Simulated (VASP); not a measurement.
Here is the system:

```
ZnO
1.0
    3.09284     0.00000     0.00000
   -1.54642     2.67848     0.00000
    0.00000     0.00000     7.08554
Zn O
3 3
Direct
  0.71980   0.00000   0.66667
  0.00000   0.71980   0.33333
  0.28020   0.28020   0.00000
  0.48890   0.00000   0.16667
  0.00000   0.48890   0.83333
  0.51110   0.51110   0.50000
```

The numbers are results of PBE GGA, VASP's PBE PAW potentials (set 64) (plane waves; VASP 6.6.1), not measurements. Run with 400 eV cut-off, 6×6×3 Γ-centred mesh, Fermi-Dirac smearing of 0.14 eV, potentials Zn O.

The path is coarsely sampled, so an indirect gap can come out somewhat too large.

Question: Give the energies of bands 17 to 30 at the high-symmetry points, in eV from the valence-band maximum.

Answer: 
| band | Γ | M | K | A | L | H |
|---|---|---|---|---|---|---|
| 17 | -5.02 | -4.75 | -4.84 | -4.84 | -4.82 | -4.74 |
| 18 | -4.88 | -4.74 | -4.51 | -4.84 | -4.79 | -4.74 |
| 19 | -3.53 | -4.29 | -3.78 | -3.30 | -4.18 | -3.71 |
| 20 | -3.53 | -3.82 | -3.59 | -3.29 | -3.83 | -3.58 |
| 21 | -2.19 | -3.59 | -3.59 | -3.29 | -3.56 | -3.58 |
| 22 | -1.90 | -3.38 | -3.42 | -1.78 | -2.99 | -2.73 |
| 23 | -1.90 | -2.77 | -2.79 | -1.52 | -2.45 | -2.73 |
| 24 | -0.73 | -1.34 | -2.79 | -1.52 | -1.99 | -2.45 |
| 25 | -0.37 | -0.93 | -1.74 | -0.26 | -1.55 | -2.17 |
| 26 | -0.13 | -0.85 | -0.76 | -0.02 | -0.37 | -2.17 |
| 27 | -0.13 | -0.61 | -0.76 | -0.02 | -0.36 | -0.03 |
| 28 | 1.97 | 4.82 | 7.14 | 3.46 | 5.04 | 7.01 |
| 29 | 5.02 | 6.24 | 7.14 | 3.46 | 5.91 | 7.32 |
| 30 | 5.02 | 6.95 | 7.22 | 5.11 | 6.96 | 7.32 |

The gap is indirect, 1.97 eV, from the valence maximum at A-L at 0.20 to the conduction minimum at Γ.

The structure was generated: ZnO was put into an ordered model structure, which need not be its known phase. The cell was not relaxed at this level.
